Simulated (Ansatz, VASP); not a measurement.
# Cross-check of H15C8S2N3O4F2 between VASP and Ansatz, part 2 of 2

Aim: how closely do two programs agree when they are given the same cell, functional and k mesh? The cell is taken from a series of runs on this material, whose earlier steps may have relaxed, scaled, displaced or heated it; both programs get it as it stands.

VASP 6.6.1 and Ansatz 0.2.0.

So far. Step 2 (VASP: single point, LDA): The run ends at a pressure of -0.76 GPa, with forces up to 6.3 eV/Å.

## Step 3: Ansatz: single point, LDA

Level of this step: Ansatz beside VASP: Kohn-Sham DFT, plane waves, LDA (Ansatz).

Ansatz runs on its default PAW (the set named soft_2) files.

The same cell, functional (in two slightly different forms), mesh and smearing now go to Ansatz, which takes its cutoff from its data sets.

input.yaml reads:

```yaml
crystal:
  lattice:
    - [13.29799, 0.0, 0.0]
    - [0.0, 13.29799, 0.0]
    - [0.0, 0.0, 13.29799]
  atoms:
    - { symbol: C, position: [0.61926, 0.15964, 0.91608] }
    - { symbol: C, position: [0.50125, 0.17583, 0.93007] }
    - { symbol: C, position: [0.45411, 0.07709, 0.9443] }
    - { symbol: C, position: [0.35735, 0.0662, 0.00291] }
    - { symbol: "N", position: [0.27111, 0.07887, 0.93964] }
    - { symbol: C, position: [0.22312, 0.01552, 0.87476] }
    - { symbol: C, position: [0.14197, 0.06665, 0.83224] }
    - { symbol: "N", position: [0.14025, 0.16162, 0.88482] }
    - { symbol: C, position: [0.05818, 0.23431, 0.88796] }
    - { symbol: C, position: [0.22203, 0.16715, 0.93985] }
    - { symbol: H, position: [0.6487, 0.17369, 0.9891] }
    - { symbol: H, position: [0.63967, 0.08392, 0.8814] }
    - { symbol: H, position: [0.65646, 0.2126, 0.86765] }
    - { symbol: H, position: [0.45823, 0.20768, 0.86372] }
    - { symbol: H, position: [0.48333, 0.23179, 0.98826] }
    - { symbol: H, position: [0.50685, 0.04334, 0.99498] }
    - { symbol: H, position: [0.44848, 0.04029, 0.87684] }
    - { symbol: H, position: [0.34811, 0.99134, 0.02888] }
    - { symbol: H, position: [0.35794, 0.11934, 0.0637] }
    - { symbol: H, position: [0.25037, 0.94022, 0.86249] }
    - { symbol: H, position: [0.07627, 0.04855, 0.79004] }
    - { symbol: H, position: [0.0271, 0.23631, 0.81158] }
    - { symbol: H, position: [0.00414, 0.21204, 0.9448] }
    - { symbol: H, position: [0.09456, 0.30648, 0.90002] }
    - { symbol: H, position: [0.24079, 0.22565, 0.99241] }
    - { symbol: C, position: [0.31458, 0.8666, 0.21411] }
    - { symbol: C, position: [0.40802, 0.92793, 0.25233] }
    - { symbol: C, position: [0.48775, 0.8547, 0.27322] }
    - { symbol: C, position: [0.56697, 0.89162, 0.34911] }
    - { symbol: "N", position: [0.61937, 0.98152, 0.31065] }
    - { symbol: C, position: [0.69008, 0.98458, 0.23107] }
    - { symbol: C, position: [0.7145, 0.08829, 0.22701] }
    - { symbol: "N", position: [0.65164, 0.13527, 0.29867] }
    - { symbol: C, position: [0.64478, 0.24041, 0.31071] }
    - { symbol: C, position: [0.60265, 0.07074, 0.35405] }
    - { symbol: H, position: [0.25205, 0.92768, 0.19926] }
    - { symbol: H, position: [0.28575, 0.81066, 0.26491] }
    - { symbol: H, position: [0.35309, 0.82141, 0.1538] }
    - { symbol: H, position: [0.43566, 0.97427, 0.18617] }
    - { symbol: H, position: [0.38896, 0.96796, 0.32141] }
    - { symbol: H, position: [0.4596, 0.79135, 0.31144] }
    - { symbol: H, position: [0.5185, 0.82221, 0.2083] }
    - { symbol: H, position: [0.61066, 0.82564, 0.35633] }
    - { symbol: H, position: [0.54924, 0.91293, 0.4254] }
    - { symbol: H, position: [0.72014, 0.91159, 0.19407] }
    - { symbol: H, position: [0.76612, 0.13578, 0.17701] }
    - { symbol: H, position: [0.71429, 0.27207, 0.31944] }
    - { symbol: H, position: [0.60631, 0.27669, 0.25079] }
    - { symbol: H, position: [0.58968, 0.2592, 0.37155] }
    - { symbol: H, position: [0.55604, 0.08714, 0.41704] }
    - { symbol: C, position: [0.36862, 0.47237, 0.13625] }
    - { symbol: C, position: [0.25421, 0.45594, 0.15471] }
    - { symbol: C, position: [0.22609, 0.53615, 0.22753] }
    - { symbol: C, position: [0.13388, 0.51129, 0.28613] }
    - { symbol: "N", position: [0.07128, 0.59936, 0.31313] }
    - { symbol: C, position: [0.07698, 0.65042, 0.40475] }
    - { symbol: C, position: [0.00981, 0.72433, 0.40219] }
    - { symbol: "N", position: [0.9651, 0.71687, 0.30636] }
    - { symbol: C, position: [0.88082, 0.7779, 0.27194] }
    - { symbol: C, position: [0.01076, 0.64896, 0.24863] }
    - { symbol: H, position: [0.38544, 0.42559, 0.07493] }
    - { symbol: H, position: [0.41071, 0.45371, 0.20757] }
    - { symbol: H, position: [0.39213, 0.54639, 0.11363] }
    - { symbol: H, position: [0.2356, 0.38191, 0.1878] }
    - { symbol: H, position: [0.2225, 0.46978, 0.0795] }
    - { symbol: H, position: [0.21875, 0.60336, 0.18474] }
    - { symbol: H, position: [0.27944, 0.5531, 0.28223] }
    - { symbol: H, position: [0.13782, 0.46859, 0.35506] }
    - { symbol: H, position: [0.08199, 0.45903, 0.24751] }
    - { symbol: H, position: [0.13689, 0.6217, 0.45001] }
    - { symbol: H, position: [0.97684, 0.77732, 0.45259] }
    - { symbol: H, position: [0.89771, 0.85378, 0.2466] }
    - { symbol: H, position: [0.84138, 0.74692, 0.20793] }
    - { symbol: H, position: [0.83116, 0.78002, 0.33756] }
    - { symbol: H, position: [0.99671, 0.62304, 0.16761] }
    - { symbol: C, position: [0.61893, 0.48336, 0.72197] }
    - { symbol: C, position: [0.57067, 0.37967, 0.72998] }
    - { symbol: C, position: [0.64472, 0.30669, 0.6796] }
    - { symbol: C, position: [0.67994, 0.32897, 0.57712] }
    - { symbol: "N", position: [0.78317, 0.36798, 0.57409] }
    - { symbol: C, position: [0.82449, 0.40692, 0.47946] }
    - { symbol: C, position: [0.92251, 0.44518, 0.50383] }
    - { symbol: "N", position: [0.94566, 0.40675, 0.59968] }
    - { symbol: C, position: [0.0426, 0.42085, 0.65249] }
    - { symbol: C, position: [0.8635, 0.35496, 0.6312] }
    - { symbol: H, position: [0.55789, 0.53501, 0.74604] }
    - { symbol: H, position: [0.62283, 0.50993, 0.64947] }
    - { symbol: H, position: [0.68784, 0.49739, 0.7629] }
    - { symbol: H, position: [0.56354, 0.35614, 0.80584] }
    - { symbol: H, position: [0.49512, 0.37101, 0.69676] }
    - { symbol: H, position: [0.70644, 0.3056, 0.72898] }
    - { symbol: H, position: [0.61381, 0.22828, 0.68456] }
    - { symbol: H, position: [0.63588, 0.37756, 0.52631] }
    - { symbol: H, position: [0.67812, 0.25664, 0.53701] }
    - { symbol: H, position: [0.77733, 0.41164, 0.41066] }
    - { symbol: H, position: [0.98095, 0.49317, 0.46463] }
    - { symbol: H, position: [0.1063, 0.42972, 0.59954] }
    - { symbol: H, position: [0.05385, 0.36724, 0.71104] }
    - { symbol: H, position: [0.0349, 0.493, 0.68812] }
    - { symbol: H, position: [0.86178, 0.31041, 0.70362] }
    - { symbol: C, position: [0.28755, 0.43642, 0.82873] }
    - { symbol: C, position: [0.34104, 0.53906, 0.83166] }
    - { symbol: C, position: [0.26794, 0.60618, 0.89102] }
    - { symbol: C, position: [0.30088, 0.71299, 0.88028] }
    - { symbol: "N", position: [0.25147, 0.75408, 0.79018] }
    - { symbol: C, position: [0.14821, 0.75303, 0.77343] }
    - { symbol: C, position: [0.12801, 0.78038, 0.67879] }
    - { symbol: "N", position: [0.2238, 0.81609, 0.64292] }
    - { symbol: C, position: [0.23356, 0.87828, 0.55319] }
    - { symbol: C, position: [0.29638, 0.78967, 0.70623] }
    - { symbol: H, position: [0.23817, 0.42226, 0.89004] }
    - { symbol: H, position: [0.24096, 0.43606, 0.76012] }
    - { symbol: H, position: [0.33542, 0.37606, 0.82562] }
    - { symbol: H, position: [0.41711, 0.54047, 0.85762] }
    - { symbol: H, position: [0.34787, 0.55843, 0.75626] }
    - { symbol: H, position: [0.19437, 0.59493, 0.8709] }
    - { symbol: H, position: [0.27404, 0.59264, 0.96808] }
    - { symbol: H, position: [0.26372, 0.75837, 0.94234] }
    - { symbol: H, position: [0.38374, 0.72229, 0.86448] }
    - { symbol: H, position: [0.10338, 0.72535, 0.83523] }
    - { symbol: H, position: [0.06459, 0.79964, 0.62971] }
    - { symbol: H, position: [0.30718, 0.89549, 0.5243] }
    - { symbol: H, position: [0.19513, 0.94224, 0.5762] }
    - { symbol: H, position: [0.1876, 0.8351, 0.49574] }
    - { symbol: H, position: [0.37033, 0.82025, 0.70155] }
    - { symbol: C, position: [0.54229, 0.98892, 0.64218] }
    - { symbol: C, position: [0.63954, 0.93611, 0.62172] }
    - { symbol: C, position: [0.71691, 0.97329, 0.6958] }
    - { symbol: C, position: [0.82548, 0.94798, 0.66747] }
    - { symbol: "N", position: [0.84483, 0.8467, 0.68665] }
    - { symbol: C, position: [0.83402, 0.7657, 0.624] }
    - { symbol: C, position: [0.83996, 0.67826, 0.6837] }
    - { symbol: "N", position: [0.86787, 0.71511, 0.77503] }
    - { symbol: C, position: [0.86651, 0.66314, 0.86942] }
    - { symbol: C, position: [0.88374, 0.81146, 0.77204] }
    - { symbol: H, position: [0.51384, 0.95454, 0.70772] }
    - { symbol: H, position: [0.49421, 0.97617, 0.5733] }
    - { symbol: H, position: [0.54694, 0.07522, 0.65788] }
    - { symbol: H, position: [0.66307, 0.94069, 0.55112] }
    - { symbol: H, position: [0.6301, 0.85924, 0.63275] }
    - { symbol: H, position: [0.7041, 0.94014, 0.77522] }
    - { symbol: H, position: [0.71365, 0.05346, 0.70192] }
    - { symbol: H, position: [0.84537, 0.95601, 0.58976] }
    - { symbol: H, position: [0.88255, 0.98882, 0.71413] }
    - { symbol: H, position: [0.81686, 0.77907, 0.5449] }
    - { symbol: H, position: [0.83992, 0.59918, 0.68403] }
    - { symbol: H, position: [0.91657, 0.60176, 0.84312] }
    - { symbol: H, position: [0.90578, 0.71822, 0.92321] }
    - { symbol: H, position: [0.79456, 0.64214, 0.89756] }
    - { symbol: H, position: [0.91591, 0.85839, 0.82854] }
    - { symbol: "N", position: [0.27664, 0.27492, 0.46136] }
    - { symbol: S, position: [0.38236, 0.2514, 0.52249] }
    - { symbol: O, position: [0.46705, 0.31689, 0.49577] }
    - { symbol: O, position: [0.41163, 0.14736, 0.53093] }
    - { symbol: F, position: [0.35606, 0.28588, 0.63145] }
    - { symbol: S, position: [0.28448, 0.20698, 0.36251] }
    - { symbol: O, position: [0.27291, 0.09874, 0.36426] }
    - { symbol: O, position: [0.35585, 0.23715, 0.28028] }
    - { symbol: F, position: [0.18234, 0.23971, 0.30509] }
    - { symbol: "N", position: [0.97623, 0.97666, 0.05571] }
    - { symbol: S, position: [0.02929, 0.87195, 0.03377] }
    - { symbol: O, position: [0.06125, 0.863, 0.92802] }
    - { symbol: O, position: [0.99837, 0.77908, 0.08199] }
    - { symbol: F, position: [0.12302, 0.87925, 0.0966] }
    - { symbol: S, position: [0.88858, 0.98842, 0.97615] }
    - { symbol: O, position: [0.81954, 0.91017, 0.97477] }
    - { symbol: O, position: [0.9161, 0.03325, 0.87957] }
    - { symbol: F, position: [0.81389, 0.07233, 0.03103] }
    - { symbol: "N", position: [0.47352, 0.57236, 0.47539] }
    - { symbol: S, position: [0.36218, 0.5666, 0.48164] }
    - { symbol: O, position: [0.3048, 0.64624, 0.4319] }
    - { symbol: O, position: [0.32562, 0.53615, 0.57816] }
    - { symbol: F, position: [0.34148, 0.46873, 0.41099] }
    - { symbol: S, position: [0.51995, 0.66318, 0.53781] }
    - { symbol: O, position: [0.6269, 0.68046, 0.53518] }
    - { symbol: O, position: [0.47431, 0.68812, 0.63403] }
    - { symbol: F, position: [0.48065, 0.75585, 0.47568] }
    - { symbol: "N", position: [0.84841, 0.31602, 0.05442] }
    - { symbol: S, position: [0.94238, 0.33339, 0.12548] }
    - { symbol: O, position: [0.91682, 0.39085, 0.21747] }
    - { symbol: O, position: [0.03814, 0.35688, 0.08003] }
    - { symbol: F, position: [0.95953, 0.22782, 0.17311] }
    - { symbol: S, position: [0.83638, 0.41069, 0.98801] }
    - { symbol: O, position: [0.88151, 0.40576, 0.88826] }
    - { symbol: O, position: [0.83505, 0.51151, 0.03148] }
    - { symbol: F, position: [0.72132, 0.40197, 0.95872] }
    - { symbol: "N", position: [0.99649, 0.15448, 0.42364] }
    - { symbol: S, position: [0.97987, 0.14922, 0.5416] }
    - { symbol: O, position: [0.87567, 0.15316, 0.57741] }
    - { symbol: O, position: [0.05853, 0.20167, 0.59838] }
    - { symbol: F, position: [0.01021, 0.03116, 0.56557] }
    - { symbol: S, position: [0.96568, 0.0479, 0.38467] }
    - { symbol: O, position: [0.86219, 0.01946, 0.40473] }
    - { symbol: O, position: [0.03753, 0.96675, 0.39185] }
    - { symbol: F, position: [0.95562, 0.07221, 0.26733] }
    - { symbol: "N", position: [0.63199, 0.53249, 0.11888] }
    - { symbol: S, position: [0.64091, 0.55874, 0.23159] }
    - { symbol: O, position: [0.64232, 0.47319, 0.29675] }
    - { symbol: O, position: [0.58213, 0.64627, 0.26688] }
    - { symbol: F, position: [0.75314, 0.5986, 0.24136] }
    - { symbol: S, position: [0.62356, 0.62287, 0.05257] }
    - { symbol: O, position: [0.68413, 0.70683, 0.077] }
    - { symbol: O, position: [0.5236, 0.6468, 0.00881] }
    - { symbol: F, position: [0.67197, 0.56647, 0.95824] }
kpoints:
  mp_grid: { grid: [1, 1, 1] }
hamiltonian:
  xc: lda
scf:
  occupations: { method: fermi_dirac, width: 0.025 }
output:
  forces: true
  stress: true
  populations: intrinsic
  dos:
    method: { smearing: { sigma: 0.1 } }
    de: 0.1
    projected: { site_lists: { C: [C], F: [F], H: [H], "N": ["N"], O: [O] } }
  eigenvalues: true
```

Launch:

```sh
$ ansatz run input.yaml --threads 4 --pin off --max-ram 8192MiB --backend cpu --events-out ev --progress --plain --runs-dir out
```

Numbers of over 12 decimals in the logs are rounded to 6 here.

Output:

```text
Engine: ansatz 0.2.0, aarch64-unknown-linux-gnu
Pseudopotentials: kind: paw
Pseudopotential: C, paw, valence charge 4, recommended cutoff 420 eV (normal), C.paw.azcp
Pseudopotential: N, paw, valence charge 5, recommended cutoff 420 eV (normal), N.paw.azcp
Pseudopotential: H, paw, valence charge 1, recommended cutoff 420 eV (normal), H.paw.azcp
Pseudopotential: S, paw, valence charge 6, recommended cutoff 420 eV (normal), S.paw.azcp
Pseudopotential: O, paw, valence charge 6, recommended cutoff 420 eV (normal), O.paw.azcp
Pseudopotential: F, paw, valence charge 7, recommended cutoff 420 eV (normal), F.paw.azcp
Functional definition: SPW92
  exchange = slater_x
  correlation = pw_c
Crystal: 204 atoms, lattice volume = 2351.571 Å³
Basis set: ecut = 420 eV, 45961 PW (Γ)
Bands: 540, of which v1, the nominal top of the filled ones, is band 336 counted from 1 (335 counted from 0)
Symmetry: 1 space group operations
Space group: P1 (ITA 1), of the structure as read, at distance tolerance 1.3e-4 Å
k-points: 1
Non-local potential: C, projectors of the file, l = 0: 2, l = 1: 2, l = 2: 1
Non-local potential: N, projectors of the file, l = 0: 2, l = 1: 2, l = 2: 1
Non-local potential: H, projectors of the file, l = 0: 2, l = 1: 1
Non-local potential: S, projectors of the file, l = 0: 2, l = 1: 2, l = 2: 2
Non-local potential: O, projectors of the file, l = 0: 2, l = 1: 2, l = 2: 1
Non-local potential: F, projectors of the file, l = 0: 2, l = 1: 2, l = 2: 1
PAW form: soft (Blöchl's): semilocal exchange-correlation on the pseudo side does not see the compensation charge
PAW frozen core: C, regenerated for the run's functional, and the local potential with it (the file was generated under x = pbe(κ = 0.804, μ = 0.219515), c = pbe(β = 0.066725))
PAW frozen core: N, regenerated for the run's functional, and the local potential with it (the file was generated under x = pbe(κ = 0.804, μ = 0.219515), c = pbe(β = 0.066725))
PAW frozen core: S, regenerated for the run's functional, and the local potential with it (the file was generated under x = pbe(κ = 0.804, μ = 0.219515), c = pbe(β = 0.066725))
PAW frozen core: O, regenerated for the run's functional, and the local potential with it (the file was generated under x = pbe(κ = 0.804, μ = 0.219515), c = pbe(β = 0.066725))
PAW frozen core: F, regenerated for the run's functional, and the local potential with it (the file was generated under x = pbe(κ = 0.804, μ = 0.219515), c = pbe(β = 0.066725))
PAW one-centre angular grid: C, 110 points (default); XC on 64 Gauss nodes
PAW one-centre angular grid: N, 110 points (default); XC on 64 Gauss nodes
PAW one-centre angular grid: H, 110 points (default); XC on 64 Gauss nodes
PAW one-centre angular grid: S, 110 points (default); XC on 64 Gauss nodes
PAW one-centre angular grid: O, 110 points (default); XC on 64 Gauss nodes
PAW one-centre angular grid: F, 110 points (default); XC on 64 Gauss nodes
Initial density: superposition of atomic densities (neutral atoms: chi_scale 0, normalization atom), corrected by the library's trained network
Initial wavefunctions: pseudopotential atomic-orbital guess
Functional: x = slater, c = lda
SCF iter   1: F=—  HF=-53055.240993 eV  |F-HF|=—  |Δ(HF+E_count)|=         —  Δρ=1.11e-2  dr2=3.40e0  ethr=1.77e-3  ⟨swp⟩=6.0  Hψ=2615  notcnv=0  defer=66
preconditioner: auto → Resta (q_TF=auto, 2.214 Å⁻¹)  ε∞=2.6  [insulator: Δε(μ)=3.488 eV  Ē_g=15.485 eV  σ=0.025 eV  W_gap=1.00  n_scr=436 (ndim 8)  ℏωp=19.5 eV  f_vac=0.268  D(μ)=0.00/eV (n_scr^D=0)  ε∞_Penn≈2.6]
SCF iter   2: F=—  HF=-53054.236396 eV  |F-HF|=—  |Δ(HF+E_count)|=    1.00e0  Δρ=4.48e-3  dr2=6.30e-1  ethr=5.07e-4  ⟨swp⟩=2.0  Hψ=754  notcnv=0  defer=198
SCF iter   3: F=—  HF=-53054.053792 eV  |F-HF|=—  |Δ(HF+E_count)|=   1.83e-1  Δρ=2.30e-3  dr2=2.10e-1  ethr=9.38e-5  ⟨swp⟩=3.0  Hψ=655  notcnv=0  defer=198
SCF iter   4: F=—  HF=-53053.983363 eV  |F-HF|=—  |Δ(HF+E_count)|=   7.04e-2  Δρ=1.04e-3  dr2=3.58e-2  ethr=3.13e-5  ⟨swp⟩=3.0  Hψ=655  notcnv=0  defer=198
SCF iter   5: F=—  HF=-53053.975004 eV  |F-HF|=—  |Δ(HF+E_count)|=   8.36e-3  Δρ=5.15e-4  dr2=6.38e-3  ethr=5.33e-6  ⟨swp⟩=2.0  Hψ=926  notcnv=0  defer=198
SCF iter   6: F=—  HF=-53053.974216 eV  |F-HF|=—  |Δ(HF+E_count)|=   7.88e-4  Δρ=2.16e-4  dr2=1.13e-3  ethr=9.50e-7  ⟨swp⟩=2.0  Hψ=674  notcnv=0  defer=198
SCF iter   7: F=—  HF=-53053.974245 eV  |F-HF|=—  |Δ(HF+E_count)|=   2.87e-5  Δρ=7.57e-5  dr2=1.43e-4  ethr=1.68e-7  ⟨swp⟩=2.0  Hψ=662  notcnv=0  defer=198
SCF iter   8: F=—  HF=-53053.974305 eV  |F-HF|=—  |Δ(HF+E_count)|=   6.05e-5  Δρ=3.60e-5  dr2=3.05e-5  ethr=2.13e-8  ⟨swp⟩=2.0  Hψ=676  notcnv=0  defer=198
SCF iter   9: F=—  HF=-53053.974718 eV  |F-HF|=—  |Δ(HF+E_count)|=   4.12e-4  Δρ=1.45e-5  dr2=5.67e-6  ethr=4.54e-9  ⟨swp⟩=2.0  Hψ=661  notcnv=0  defer=198
[...]
--- intrinsic populations: 204 sites ---
  site symbol       q [e]
     0      C      4.5480
     1      C      4.3346
     2      C      4.3688
     3      C      4.2662
     4      N      4.9824
     5      C      4.1263
     6      C      4.1239
     7      N      4.9765
     8      C      4.4336
     9      C      3.9982
    10      H      0.7892
    11      H      0.8334
    12      H      0.8089
    13      H      0.8478
    14      H      0.8160
    15      H      0.7954
    16      H      0.8034
    17      H      0.7823
    18      H      0.7719
    19      H      0.7894
    20      H      0.7624
    21      H      0.7925
    22      H      0.7730
    23      H      0.7791
[...]
196      S      3.6532
   197      O      6.8885
   198      O      6.8971
   199      F      7.5033
   200      S      3.6371
   201      O      6.8831
   202      O      6.9070
   203      F      7.4924
  spilling = -0.000000 (of n_electrons = 672.000000)
```

## Step 4: Comparison

Known differences besides the potentials themselves: the two LDA forms differ slightly; the cutoff is 420 eV in Ansatz and 600 eV in VASP (PREC = Accurate, projectors in real space); VASP's log shows a relativistic correction to its local exchange, Ansatz's none. Total energies have different zeros and are not compared.

The two programs side by side:

```
              quantity  Ansatz   VASP  difference
        pressure (GPa)   -0.31  -0.76       +0.45
gap on the k mesh (eV)   3.103  3.139      -0.036
```

Forces on 10 of the 204 atoms, those with the largest forces and the largest differences (eV/Å; atoms numbered as in POSCAR):

```
atom          Ansatz x, y, z            VASP x, y, z
 C35    4.667, 0.726, -1.117    4.646, 0.710, -1.109
 C42    -0.506, 1.692, 4.521    -0.492, 1.681, 4.488
H145    1.620, 0.874, -4.535    1.621, 0.873, -4.536
S158   0.548, -0.691, -5.427   0.679, -0.933, -5.364
S160   -0.542, 3.935, -0.598   -0.754, 3.438, -0.780
S161  -5.323, -1.002, -0.664  -5.184, -0.820, -0.385
S164   -1.722, 3.830, -2.926   -1.495, 3.873, -2.946
S168   -3.305, 2.185, -5.170   -3.183, 2.369, -4.855
O175  -1.513, -3.143, -0.428  -1.064, -2.628, -0.414
O191     0.904, 0.736, 0.205     0.624, 0.338, 0.089
```

The forces differ by 86 meV/Å r.m.s., which is 6.7 % of the r.m.s. force of 1.288 eV/Å (both taken over all components). A gap on the mesh is an upper bound, since the band edges may lie between its points.

## Step 5: Outcome

| Item | Value |
| --- | --- |
| r.m.s. force difference (single point, LDA) | 6.7 % of the r.m.s. force |

**Reading.** The r.m.s. force difference is 6.7 % of the r.m.s. force (single point, LDA), beyond the 3 % picked in this series as the mark of a large difference. What causes the difference of the single point, LDA pair stays open here. How closely two codes agree says nothing of how well the functional describes the real material.

[Lines on the potential files, build, host, timing and source positions are cut from VASP's logs without a mark.]

[Logs are printed without paths, hosts, clocks, repeated set-up lines and the standing remarks that a program may print on its own settings, such as how far it seeks lower states.]

[Hosts, paths, dates, database ids (printed as entryN), source tags and the programs' standing remarks are cut or masked in the printed files.]
